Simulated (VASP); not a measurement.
A VASP calculation is set up with these files.

**INCAR**
```
ALGO = Normal
EDIFF = 1E-7
ENCUT = 400
GGA = PS
ISIF = 2
ISMEAR = -5
LASPH = .TRUE.
LCHARG = .TRUE.
LMAXMIX = 4
LORBIT = 11
LREAL = .FALSE.
LWAVE = .FALSE.
NEDOS = 601
NELM = 100
PREC = Accurate
SYSTEM = AlAs
```

**POSCAR**
```
AlAs
1
    4.0096078991     0.0000000000    -0.0000000000
   -2.0048039496     3.4724218818     0.0000000000
   -0.0000000000     0.0000000000     6.5849990774
Al As
2 2
Direct
  0.3333330000   0.6666670000   0.0006522284
  0.6666670000   0.3333330000   0.5006522284
  0.3333330000   0.6666670000   0.3753477716
  0.6666670000   0.3333330000   0.8753477716
```

**KPOINTS**
```
Automatic mesh
0
Gamma
7 7 4
0 0 0
```

POTCAR, in this order: Al As (PBE.64 set). Program: vasp_std.

Task: Translate this PBEsol calculation to Quantum ESPRESSO's pw.x.

Result: One equivalent input (not run):
```
&CONTROL
  calculation = 'scf'
  pseudo_dir = './pseudo'
  outdir = './out'
  tprnfor = .true.
  tstress = .true.
/
&SYSTEM
  ibrav = 0
  nat = 4
  ntyp = 2
  ecutwfc = 84
  occupations = 'tetrahedra'
  input_dft = 'pbesol'
/
&ELECTRONS
  conv_thr = 7.3e-09
  electron_maxstep = 100
/
ATOMIC_SPECIES
  Al 26.982 Al.upf
  As 74.922 As.upf
CELL_PARAMETERS angstrom
     4.0096079    0.0000000   -0.0000000
    -2.0048039    3.4724219    0.0000000
    -0.0000000    0.0000000    6.5849991
ATOMIC_POSITIONS crystal
  Al   0.3333330  0.6666670  0.0006522
  Al   0.6666670  0.3333330  0.5006522
  As   0.3333330  0.6666670  0.3753478
  As   0.6666670  0.3333330  0.8753478
K_POINTS automatic
  7 7 4 0 0 0
```
Limits of the translation: the potentials are each code's own (VASP's PAW set, PseudoDojo norm-conserving files in pw.x), so ENCUT and ecutwfc are chosen apart and not converted; conv_thr bounds pw.x's estimated SCF error, while EDIFF bounds the energy change between steps.

The structure comes from a computed database's AlAs entry (P6_3mc); how it stands against other phases isn't given here. It was relaxed first.
